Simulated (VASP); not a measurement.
# Cu (Copper): which input changes matter, part 2 of 3

Aim: change the input of a sound run on Cu (Copper) piece by piece and see what each change does. All runs use LDA. The start is a cell from a database of measured crystal structures.

VASP 6.6.1; LDA; plane waves and PAW (Cu).

Still holding for the runs below: This run has no spin polarisation. Its electron count is odd, so without a moment it is a metal by construction. The k-mesh is coarse for a metal.

So far. Step 5 (Self-consistent run (LDA) with a changed input): The run ends at a pressure of -12.45 GPa.

## Step 6: Full relaxation (LDA) with a changed input

The start need not lie at this functional's minimum. ISIF = 7 frees the volume alone, and EDIFFG sets the threshold on forces and stress at which the search stops. Some settings are moved from the usual, to see what they do.

Contents of INCAR:

```
SYSTEM = Cu
PREC = Accurate
ENCUT = 400
EDIFF = 1E-06
NELM = 100
ISMEAR = -4
SIGMA = 0.02
LREAL = .FALSE.
ALGO = Normal
GGA = CA
NBANDS = 11
LASPH = .TRUE.
LORBIT = 11
LWAVE = .FALSE.
LCHARG = .FALSE.
KPAR = 2
IBRION = 2
NSW = 60
ISIF = 7
EDIFFG = -0.01
NELMIN = 4
```

Contents of POSCAR:

```
Cu
1.0
    0.0000000000      1.8075000000      1.8075000000
    1.8075000000      0.0000000000      1.8075000000
    1.8075000000      1.8075000000      0.0000000000
Cu
1
Direct
    0.0000000000      0.0000000000      0.0000000000
```

Contents of KPOINTS:

```
Automatic mesh
0
Gamma
9 9 9
0 0 0
```

PAW data sets: Cu (LDA family, release 64).

Run with:

```console
mpirun -np 2 vasp_std
```

The program printed:

```text
[... set-up lines as in an earlier step ...]
 entering main loop
       N       E                     dE             d eps       ncg     rms          rms(c)
DAV:   1     0.335592576658E+02    0.33559E+02   -0.47109E+03   837   0.138E+03
DAV:   2    -0.482482006656E+01   -0.38384E+02   -0.36044E+02   791   0.180E+02
DAV:   3    -0.558805301976E+01   -0.76323E+00   -0.76158E+00   848   0.319E+01
DAV:   4    -0.559319790686E+01   -0.51449E-02   -0.51443E-02   870   0.227E+00
DAV:   5    -0.559325372260E+01   -0.55816E-04   -0.55815E-04   867   0.240E-01    0.803E+00
DAV:   6    -0.502182716385E+01    0.57143E+00   -0.17084E+01   893   0.847E+01    0.425E+00
DAV:   7    -0.459465438980E+01    0.42717E+00   -0.27629E+00   890   0.338E+01    0.566E-01
DAV:   8    -0.458142296337E+01    0.13231E-01   -0.67731E-03   905   0.138E+00    0.320E-01
DAV:   9    -0.457950112683E+01    0.19218E-02   -0.10203E-02   899   0.183E+00    0.160E-02
DAV:  10    -0.457951102126E+01   -0.98944E-05   -0.32313E-05  1080   0.924E-02    0.464E-03
DAV:  11    -0.457951328350E+01   -0.22622E-05   -0.65381E-07   548   0.936E-03    0.559E-04
DAV:  12    -0.457951328372E+01   -0.21328E-09   -0.56153E-08   451   0.354E-03
   1 F= -.45795133E+01 E0= -.45795133E+01  d E =-.457951E+01
 curvature:   0.00 expect dE= 0.000E+00 dE for cont linesearch  0.000E+00
 trial: gam= 0.00000 g(F)=  0.000E+00 g(S)=  0.109E+00 ort = 0.000E+00 (trialstep = 0.100E+01)
 search vector abs. value=  0.109E+00
 bond charge predicted
 -----------------------------------------------------------------------------
|                                                                             |
|           W    W    AA    RRRRR   N    N  II  N    N   GGGG   !!!           |
|           W    W   A  A   R    R  NN   N  II  NN   N  G    G  !!!           |
|           W    W  A    A  R    R  N N  N  II  N N  N  G       !!!           |
|           W WW W  AAAAAA  RRRRR   N  N N  II  N  N N  G  GGG   !            |
|           WW  WW  A    A  R   R   N   NN  II  N   NN  G    G                |
|           W    W  A    A  R    R  N    N  II  N    N   GGGG   !!!           |
|                                                                             |
|     Tetrahedron method does not include variations of the Fermi             |
|     occupations, so forces and stress will be inaccurate. We suggest        |
|     using a different smearing scheme ISMEAR = 1 or 2 for metals in         |
|     relaxations.                                                            |
|                                                                             |
 -----------------------------------------------------------------------------

       N       E                     dE             d eps       ncg     rms          rms(c)
DAV:   1    -0.860486939492E+01   -0.40254E+01   -0.62033E+01   905   0.161E+02    0.168E+01
DAV:   2    -0.591881977641E+01    0.26860E+01   -0.52562E+01   872   0.159E+02    0.622E+00
DAV:   3    -0.468757434477E+01    0.12312E+01   -0.70371E+00   872   0.553E+01    0.203E+00
DAV:   4    -0.460314919600E+01    0.84425E-01   -0.84010E-02   842   0.487E+00    0.419E-01
DAV:   5    -0.459641020767E+01    0.67390E-02   -0.42626E-02   895   0.447E+00    0.102E-01
DAV:   6    -0.459631492113E+01    0.95287E-04   -0.37022E-04  1085   0.360E-01    0.328E-02
DAV:   7    -0.459629979096E+01    0.15130E-04   -0.65057E-05   964   0.151E-01    0.172E-03
DAV:   8    -0.459629991312E+01   -0.12216E-06   -0.46449E-07   499   0.877E-03
   2 F= -.45962999E+01 E0= -.45962999E+01  d E =-.167866E-01
 trial-energy change:   -0.016787  1 .order   -0.009730   -0.109297    0.089837
 step:   0.5999(harm=  0.5489)  dis= 0.00000  next Energy=    -4.613820 (dE=-0.343E-01)
 bond charge predicted
 -----------------------------------------------------------------------------
|                                                                             |
|           W    W    AA    RRRRR   N    N  II  N    N   GGGG   !!!           |
|           W    W   A  A   R    R  NN   N  II  NN   N  G    G  !!!           |
|           W    W  A    A  R    R  N N  N  II  N N  N  G       !!!           |
|           W WW W  AAAAAA  RRRRR   N  N N  II  N  N N  G  GGG   !            |
|           WW  WW  A    A  R   R   N   NN  II  N   NN  G    G                |
|           W    W  A    A  R    R  N    N  II  N    N   GGGG   !!!           |
|                                                                             |
|     Tetrahedron method does not include variations of the Fermi             |
|     occupations, so forces and stress will be inaccurate. We suggest        |
|     using a different smearing scheme ISMEAR = 1 or 2 for metals in         |
|     relaxations.                                                            |
|                                                                             |
 -----------------------------------------------------------------------------

       N       E                     dE             d eps       ncg     rms          rms(c)
DAV:   1    -0.521436260068E+01   -0.61806E+00   -0.10922E+01   896   0.813E+01    0.612E+00
DAV:   2    -0.475960199336E+01    0.45476E+00   -0.64951E+00   878   0.516E+01    0.194E+00
DAV:   3    -0.463380275027E+01    0.12580E+00   -0.90617E-01   878   0.203E+01    0.972E-01
DAV:   4    -0.461461897309E+01    0.19184E-01   -0.42881E-02  1065   0.302E+00    0.146E-01
DAV:   5    -0.461428978879E+01    0.32918E-03   -0.21381E-03   880   0.952E-01    0.299E-02
DAV:   6    -0.461428098824E+01    0.88005E-05   -0.24963E-05  1138   0.687E-02    0.691E-03
DAV:   7    -0.461428054145E+01    0.44679E-06   -0.29223E-06   502   0.334E-02
   3 F= -.46142805E+01 E0= -.46142805E+01  d E =-.347673E-01
 curvature:  -0.27 expect dE=-0.138E-05 dE for cont linesearch -0.138E-05
 trial: gam=-0.00679 g(F)=  0.000E+00 g(S)=  0.511E-05 ort = 0.747E-03 (trialstep = 0.920E+00)
 search vector abs. value=  0.339E-09
 reached required accuracy - stopping structural energy minimisation
 -----------------------------------------------------------------------------
|                                                                             |
|           W    W    AA    RRRRR   N    N  II  N    N   GGGG   !!!           |
|           W    W   A  A   R    R  NN   N  II  NN   N  G    G  !!!           |
|           W    W  A    A  R    R  N N  N  II  N N  N  G       !!!           |
|           W WW W  AAAAAA  RRRRR   N  N N  II  N  N N  G  GGG   !            |
|           WW  WW  A    A  R   R   N   NN  II  N   NN  G    G                |
|           W    W  A    A  R    R  N    N  II  N    N   GGGG   !!!           |
|                                                                             |
|     Tetrahedron method does not include variations of the Fermi             |
|     occupations, so forces and stress will be inaccurate. We suggest        |
|     using a different smearing scheme ISMEAR = 1 or 2 for metals in         |
|     relaxations.                                                            |
|                                                                             |
 -----------------------------------------------------------------------------
```

Elapsed: 4.8 s, on 2 MPI ranks of AMD EPYC 7R43, shared host; peak memory 0.17 GiB.

Parts of OUTCAR (step 6):

```text
   NELECT =      11.0000    total number of electrons

 E-fermi :   8.4588

 k-point     1 :       0.0000    0.0000    0.0000
  band No.  band energies     occupation
    ...
      2       4.9855      2.00000
      3       4.9855      2.00000
      4       4.9855      2.00000
      5       5.9255      2.00000
      6       5.9255      2.00000
      7      31.6211      0.00000
      8      34.6963      0.00000
      9      34.6963      0.00000
     10      34.6963      0.00000
     11      37.3015      0.00000

  Total       -0.0059429     -0.0059429     -0.0059429     -0.0000000      0.0000000      0.0000000
  in kB       -0.8702197     -0.8702197     -0.8702197     -0.0000000      0.0000000      0.0000000
  external PRESSURE =      -0.8702197 kB  Pullay stress =       0.0000000 kB

 POSITION                                       TOTAL-FORCE (eV/Angst)
 -----------------------------------------------------------------------------------
      0.00000      0.00000      0.00000        -0.000000     -0.000000     -0.000000
 -----------------------------------------------------------------------------------
    total drift:                                0.000000     -0.000000      0.000000

  FREE ENERGIE OF THE ION-ELECTRON SYSTEM (eV)
  ---------------------------------------------------
  free  energy   TOTEN  =        -4.6142805415 eV

  energy  without entropy=       -4.6142805415  energy(sigma->0) =       -4.61428054

 reached required accuracy - stopping structural energy minimisation

[... 7 parts as in an earlier step ...]

[... 10 further parts left out ...]
```

NELMIN acts on the way to self-consistency or on speed; a fully converged result doesn't depend on them, though slow mixing can meet EDIFF with the stress still off. With tetrahedra the forces and stress of a metal are not exact derivatives of the energy. The run keeps the 48 symmetry operations of its start, so it cannot find a distortion of lower symmetry.

The steps of the relaxation:

| step | energy less that of the first step (eV) | largest force (eV/Å) | pressure (GPa) | volume (Å³) |
| --- | --- | --- | --- | --- |
| 1 | 0.0000 | 0.0000 | -11.79 | 11.81 |
| 2 | -0.0168 | 0.0000 | 11.02 | 10.39 |
| 3 | -0.0348 | 0.0000 | -0.09 | 10.94 |

| conventional cell, symmetrised | before | after | change |
| --- | --- | --- | --- |
| a (Å) | 3.615 | 3.524 | -2.5 % |
| b (Å) | 3.615 | 3.524 | -2.5 % |
| c (Å) | 3.615 | 3.524 | -2.5 % |
| volume (Å³/atom) | 11.81 | 10.94 | -7.4 % |

The relaxed structure:

```cif
data_structure
_symmetry_space_group_name_H-M 'P 1'
_symmetry_Int_Tables_number 1
_cell_length_a 2.4919
_cell_length_b 2.4919
_cell_length_c 2.4919
_cell_angle_alpha 60.000
_cell_angle_beta 60.000
_cell_angle_gamma 60.000
_cell_volume 10.94
loop_
_atom_site_label
_atom_site_type_symbol
_atom_site_fract_x
_atom_site_fract_y
_atom_site_fract_z
_atom_site_occupancy
Cu1 Cu 0.00000 0.00000 0.00000 1
```

Numbers from this step:

```
free energy (TOTEN)             : -4.614 eV
Fermi energy                    : 8.459 eV
pressure                        : -0.08702 GPa
SCF cycles over all ionic steps : 27
```

It ends with forces that vanish by symmetry.

## Step 7: Relaxing cell and atoms (LDA) with a changed input

This run is made with a changed input; what comes of it follows.

Contents of INCAR:

```
SYSTEM = Cu
PREC = Accurate
ENCUT = 400
EDIFF = 1E-06
NELM = 66
ISMEAR = -5
SIGMA = 0.05
LREAL = .FALSE.
ALGO = Normal
GGA = CA
NBANDS = 11
LASPH = .TRUE.
LORBIT = 11
LWAVE = .FALSE.
LCHARG = .FALSE.
KPAR = 2
IBRION = 2
NSW = 30
ISIF = 3
EDIFFG = -0.01
```

POSCAR is that of step 6.

Contents of KPOINTS:

```
Automatic mesh
0
Gamma
1 1 1
0 0 0
```

Run with:

```console
mpirun -np 2 vasp_std
```

The program printed:

```text
[banner, memory and clock lines left out]
running    2 mpi-ranks, on    1 nodes
[...]
LDA part: xc-table for (Slater(with rela. corr.)+CA(PZ))
 , standard interpolation
|                                                                             |
|     EEEEEEE  RRRRRR   RRRRRR   OOOOOOO  RRRRRR      ###     ###     ###     |
|     E        R     R  R     R  O     O  R     R     ###     ###     ###     |
|     E        R     R  R     R  O     O  R     R     ###     ###     ###     |
|     EEEEE    RRRRRR   RRRRRR   O     O  RRRRRR       #       #       #      |
|     E        R   R    R   R    O     O  R   R                               |
|     E        R    R   R    R   O     O  R    R      ###     ###     ###     |
|     EEEEEEE  R     R  R     R  OOOOOOO  R     R     ###     ###     ###     |
|                                                                             |
|     IBZKPT: tetrahedron method fails for NKPT<4. NKPT = 1                   |
|                                                                             |
|       ---->  I REFUSE TO CONTINUE WITH THIS SICK JOB ... BYE!!! <----       |
|                                                                             |

1
1
```

Wall time 2.8 s (2 MPI ranks).

The input was rejected at the start.

VASP's message: “IBZKPT: tetrahedron method fails for NKPT<4. NKPT = 1”. No number of this run is used.

The fault in the input: tetrahedra on too few k points (ISMEAR = -5 and k-mesh = [1, 1, 1]). Use more k-points.

## Step 8: Self-consistent run (LDA) with a changed input, try 2

A single point gives energy, forces and stress at these settings. Some settings are moved from the usual, to see what they do.

Contents of INCAR:

```
SYSTEM = Cu
PREC = Accurate
ENCUT = 400
EDIFF = 1E-06
NELM = 100
ISMEAR = -1
SIGMA = 0.05
LREAL = .FALSE.
ALGO = Normal
GGA = CA
NBANDS = 11
LASPH = .TRUE.
LORBIT = 11
LWAVE = .FALSE.
LCHARG = .FALSE.
KPAR = 2
ISIF = 2
IMIX = 1
AMIX = 0.1
```

POSCAR is that of step 7.

Contents of KPOINTS:

```
Automatic mesh
0
Gamma
3 3 3
0 0 0
```

Run with:

```console
mpirun -np 2 vasp_std
```

The program printed:

```text
[... set-up lines as in an earlier step ...]
 entering main loop
       N       E                     dE             d eps       ncg     rms          rms(c)
DAV:   1     0.222257875850E+02    0.22226E+02   -0.45234E+03   112   0.142E+03
DAV:   2    -0.560502459329E+01   -0.27831E+02   -0.24944E+02    91   0.150E+02
DAV:   3    -0.601017063087E+01   -0.40515E+00   -0.40431E+00    94   0.256E+01
DAV:   4    -0.601244201069E+01   -0.22714E-02   -0.22713E-02   108   0.149E+00
DAV:   5    -0.601245851804E+01   -0.16507E-04   -0.16506E-04   108   0.138E-01    0.769E+00
DAV:   6    -0.541468895553E+01    0.59777E+00   -0.95657E-01   103   0.202E+01    0.475E+00
DAV:   7    -0.519898958004E+01    0.21570E+00   -0.31881E-01   103   0.116E+01    0.307E+00
DAV:   8    -0.511492577163E+01    0.84064E-01   -0.11242E-01   106   0.685E+00    0.208E+00
DAV:   9    -0.507896383423E+01    0.35962E-01   -0.41276E-02   103   0.413E+00    0.147E+00
DAV:  10    -0.506161900172E+01    0.17345E-01   -0.15664E-02   106   0.252E+00    0.109E+00
DAV:  11    -0.505198848095E+01    0.96305E-02   -0.60957E-03   103   0.154E+00    0.844E-01
DAV:  12    -0.504586648119E+01    0.61220E-02   -0.24322E-03   103   0.938E-01    0.679E-01
DAV:  13    -0.504154491176E+01    0.43216E-02   -0.99985E-04   106   0.569E-01    0.564E-01
DAV:  14    -0.503828277095E+01    0.32621E-02   -0.43131E-04   116   0.341E-01    0.480E-01
DAV:  15    -0.503572565761E+01    0.25571E-02   -0.19775E-04   116   0.203E-01    0.415E-01
DAV:  16    -0.503368156466E+01    0.20441E-02   -0.99455E-05   119   0.123E-01    0.364E-01
DAV:  17    -0.503203141544E+01    0.16501E-02   -0.55425E-05   116   0.866E-02    0.321E-01
DAV:  18    -0.503069287339E+01    0.13385E-02   -0.34496E-05   108   0.698E-02    0.285E-01
DAV:  19    -0.502960461425E+01    0.10883E-02   -0.24037E-05   102   0.612E-02    0.254E-01
DAV:  20    -0.502871891624E+01    0.88570E-03   -0.17396E-05    99   0.538E-02    0.227E-01
DAV:  21    -0.502799772250E+01    0.72119E-03   -0.13163E-05   102   0.490E-02    0.204E-01
DAV:  22    -0.502741037197E+01    0.58735E-03   -0.10353E-05    91   0.448E-02    0.183E-01
DAV:  23    -0.502693200962E+01    0.47836E-03   -0.82389E-06    94   0.410E-02    0.164E-01
DAV:  24    -0.502654242511E+01    0.38958E-03   -0.66382E-06    91   0.373E-02    0.147E-01
DAV:  25    -0.502622516285E+01    0.31726E-03   -0.53331E-06    91   0.340E-02    0.132E-01
DAV:  26    -0.502596681896E+01    0.25834E-03   -0.43500E-06    88   0.309E-02    0.119E-01
DAV:  27    -0.502575646669E+01    0.21035E-03   -0.34779E-06    69   0.280E-02    0.107E-01
DAV:  28    -0.502558520162E+01    0.17127E-03   -0.28863E-06    58   0.258E-02    0.962E-02
DAV:  29    -0.502544577595E+01    0.13943E-03   -0.23381E-06    47   0.233E-02    0.866E-02
DAV:  30    -0.502533227147E+01    0.11350E-03   -0.18638E-06    50   0.209E-02    0.779E-02
[...]
DAV:  42    -0.502487834406E+01    0.95352E-05   -0.16140E-07    44   0.612E-03    0.218E-02
DAV:  43    -0.502487058913E+01    0.77549E-05   -0.13266E-07    44   0.546E-03    0.196E-02
DAV:  44    -0.502486428627E+01    0.63029E-05   -0.14470E-07    44   0.496E-03    0.177E-02
DAV:  45    -0.502485916213E+01    0.51241E-05   -0.87127E-08    44   0.456E-03    0.159E-02
DAV:  46    -0.502485499600E+01    0.41661E-05   -0.71091E-08    44   0.408E-03    0.143E-02
DAV:  47    -0.502485160882E+01    0.33872E-05   -0.60668E-08    44   0.363E-03    0.128E-02
DAV:  48    -0.502484885752E+01    0.27513E-05   -0.62218E-08    44   0.328E-03    0.116E-02
DAV:  49    -0.502484662080E+01    0.22367E-05   -0.38689E-08    44   0.301E-03    0.104E-02
DAV:  50    -0.502484480285E+01    0.18179E-05   -0.35115E-08    44   0.269E-03    0.935E-03
DAV:  51    -0.502484332524E+01    0.14776E-05   -0.25351E-08    44   0.244E-03    0.841E-03
DAV:  52    -0.502484212577E+01    0.11995E-05   -0.25445E-08    44   0.221E-03    0.756E-03
DAV:  53    -0.502484115030E+01    0.97547E-06   -0.19009E-08    44   0.199E-03
   1 F= -.50248412E+01 E0= -.50140048E+01  d E =-.216727E-01
```

The job ended after 3 s (2 MPI ranks; peak memory 0.15 GiB; 5.1 s of CPU time).

From OUTCAR (step 8):

```text
   k-points           NKPTS =      4   k-points in BZ     NKDIM =      4   number of bands    NBANDS=     11

   NELECT =      11.0000    total number of electrons

 E-fermi :   5.5271

 k-point     1 :       0.0000    0.0000    0.0000
  band No.  band energies     occupation
    ...
      2       4.1861      2.00000
      3       4.1861      2.00000
      4       4.1861      2.00000
      5       5.0129      1.99993
      6       5.0129      1.99993
      7      30.0329      0.00000
      8      32.4723      0.00000
      9      32.4723      0.00000
     10      32.4723      0.00000
     11      35.0012      0.00000

  Total       -1.1102130     -1.1102130     -1.1102130     -0.0000000      0.0000000      0.0000000
  in kB     -150.6093623   -150.6093623   -150.6093623     -0.0000000      0.0000000      0.0000000
  external PRESSURE =    -150.6093623 kB  Pullay stress =       0.0000000 kB

  FREE ENERGIE OF THE ION-ELECTRON SYSTEM (eV)
  ---------------------------------------------------
  free  energy   TOTEN  =        -5.0248411503 eV

  energy  without entropy=       -5.0031684749  energy(sigma->0) =       -5.01400481

[... 7 parts as in an earlier step ...]

[... 8 further parts left out ...]
```

The run converged; its settings lie outside those of the reference runs, so its numbers are set aside.

Against the sound run on this cell (reference run) the energy at zero smearing moves by -323.6 meV an atom and the pressure by -2.61 GPa.

Settings moved from the usual: IMIX = 1, AMIX = 0.1 and k-mesh = 3×3×3. KPOINTS differs too.

The mesh holds 4 irreducible points against 35. IMIX and AMIX act on the way to self-consistency or on speed; a fully converged result doesn't depend on them, though slow mixing can meet EDIFF with the stress still off.

(Part 2 of 3 ends here.)

[Lines on the potential files, build, host, timing and source positions are cut from VASP's logs without a mark.]

[Logs are printed without paths, hosts, clocks, repeated set-up lines and the standing remarks that a program may print on its own settings, such as how far it seeks lower states.]

[Hosts, paths, dates, database ids (printed as entryN), source tags and the programs' standing remarks are cut or masked in the printed files.]

[A measured line is paired with the nearest computed mode of its activity, which favours agreement.]

[In band tables of VASP the shares of atoms and orbitals are scaled to a sum of 1 inside the atoms' spheres.]
